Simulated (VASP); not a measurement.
Consider the following.

```
HoSe2
1.0
    3.99062     0.00000     0.00000
    0.00000     3.99062     0.00000
    0.00000     0.00000     8.18415
Ho Se
2 4
Direct
  0.00000   0.50000   0.72671
  0.50000   0.00000   0.27329
  0.00000   0.50000   0.36983
  0.50000   0.00000   0.63017
  0.00000   0.00000   0.00000
  0.50000   0.50000   0.00000
```

Method: PBEsol GGA, VASP's PBE PAW potentials (set 64) (plane waves; VASP). Settings: 400 eV cut-off, Gaussian smearing of 0.050 eV, potentials Ho_3 Se.

The 4f electrons are frozen in the core of the lanthanide potential, so 4f levels, which can set the real gap, and their magnetism are missing.

Task: Give the energies of bands 11 to 24 at the high-symmetry points, in eV from the Fermi level.

Result: 
```csv
band,Γ,X,M,Z,R,A
11,-5.79,-5.72,-7.02,-5.84,-5.20,-7.17
12,-5.24,-5.72,-7.02,-5.24,-5.20,-7.17
13,-5.24,-3.41,-4.70,-5.24,-4.27,-4.72
14,-4.23,-3.41,-4.70,-3.36,-4.27,-4.72
15,-2.84,-3.12,-3.97,-2.87,-3.54,-3.84
16,-2.84,-3.12,-3.97,-2.87,-3.54,-3.84
17,-2.72,-2.81,-3.23,-2.80,-3.00,-2.70
18,-1.26,-2.81,-3.23,-2.41,-3.00,-2.70
19,-1.26,-2.69,-2.25,-1.20,-2.48,-2.47
20,-0.88,-2.69,-2.25,-1.20,-2.48,-2.47
21,-0.27,-2.27,2.58,0.28,-1.23,2.21
22,0.92,-2.27,2.58,1.03,-1.23,2.21
23,0.92,2.32,2.72,1.03,2.48,2.58
24,1.23,2.32,2.72,1.66,2.48,2.58
```

It has no gap at this level: it comes out as a metal or semimetal.

The structure comes from a computed database's HoSe2 entry (P4/nmm); how it stands against other phases isn't given here. It was relaxed first.
